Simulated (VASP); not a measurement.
Here is the system:

```xyz
2
Lattice="2.9100 0.0000 0.0000 0.0000 2.9100 0.0000 0.0000 0.0000 2.9100" Properties=species:S:1:pos:R:3 pbc="T T T"
Al     1.4550     1.4550     1.4550
Fe     0.0000     0.0000     0.0000
```

These are PBEsol GGA, VASP's PBE PAW potentials (set 64) (plane waves; VASP 6.6.1) values and carry that method's errors. Settings: 400 eV cut-off, 11×11×11 Γ-centred mesh, first-order Methfessel-Paxton smearing of 0.10 eV, potentials Al Fe.

### Question
Estimate the energy per atom (σ→0), pressure, band gap (on the k-mesh) with the smallest direct gap where there is one.

### Answer

```
Property                                                     Value
------------------------  ----------------------------------------
band gap (on the k-mesh)  none (metal, semimetal or under 0.01 eV)
energy per atom (σ→0)                           -657.6 kJ/mol-atom
pressure                                                -12.30 GPa
```

The absolute energy has meaning only against runs of the same code, potentials and settings.

The compound is FeAl in the CsCl type structure. The cell was not relaxed at this level. The run is one of a series of settings (GGA = PS against the base run), some of them coarse on purpose. The run is not spin-polarised, so no magnetic state was tried. The electron count is odd and the run is not spin-polarised, which forces a metal.
